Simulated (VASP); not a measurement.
Ag: relaxation of cell and atoms with LDA

Ag:

```
Ag
1.0
     0.00000    2.03000    2.03000
     2.03000    0.00000    2.03000
     2.03000    2.03000    0.00000
Ag
1
Direct
  0.00000 0.00000 0.00000
```

The cell was built by a generator and needn't be a form met in nature.

* Program: VASP 6.6.1
* Task: relaxation of cell and atoms
* Functional: LDA
* Potentials or basis: VASP PAW LDA potentials, release 64 (Ag)
* Cutoff: 600 eV
* k mesh: 18 × 18 × 18
* Occupations: methfessel-paxton, width 0.1 eV
* Spin: no spin polarisation
* Further INCAR settings: ALGO = Normal; EDIFF = 1e-06; IBRION = 2; EDIFFG = -0.005; NSW = 40; ISIF = 3

| Item | Value |
| --- | --- |
| Relaxed volume | 16.04 Å³/atom |
| Relaxed cell | a = 2.831 Å, b = 2.831 Å, c = 2.831 Å, α = 60.00°, β = 60.00°, γ = 60.00° |
| Space group after relaxing (to 0.05 Å) | Fm-3m (No. 225) |
| Energy gained by relaxing | 11.8 meV/atom |
| Ionic steps | 3 |
| Pressure after relaxing | 0.0 GPa |
| Band gap on the k mesh | none (metal or under the smearing width) |

Step by step:
```tsv
step	energy change (eV)	largest force (eV/Å)	pressure (GPa)	volume (Å³)
1	0.0000	0.0000	-5.22	16.73
2	-0.0014	0.0000	5.86	15.44
3	-0.0118	0.0000	-0.03	16.04
```

Final structure:
```
CELL_PARAMETERS angstrom
0.00000 2.00181 2.00181
2.00181 0.00000 2.00181
2.00181 2.00181 0.00000
ATOMIC_POSITIONS crystal
Ag 0.00000 0.00000 0.00000
```

Levels at points of the mesh, in eV from the Fermi level:
```
           k point  band 3  band 4  band 5  band 6  band 7  band 8  band 9
(0.00, 0.00, 0.00)   -4.96   -4.96   -3.79   -3.79   16.17   20.04   20.04
(0.50, 0.00, 0.00)   -4.99   -2.89   -2.89   -0.56    3.97   15.44   18.39
(0.50, 0.50, 0.00)   -2.93   -2.66   -2.66    1.52    7.25   10.91   10.91
```

Wall time 18 s on 1 thread of Intel(R) Xeon(R) 6975P-C (Granite Rapids), with other jobs on the host, peak memory 0.17 GiB.
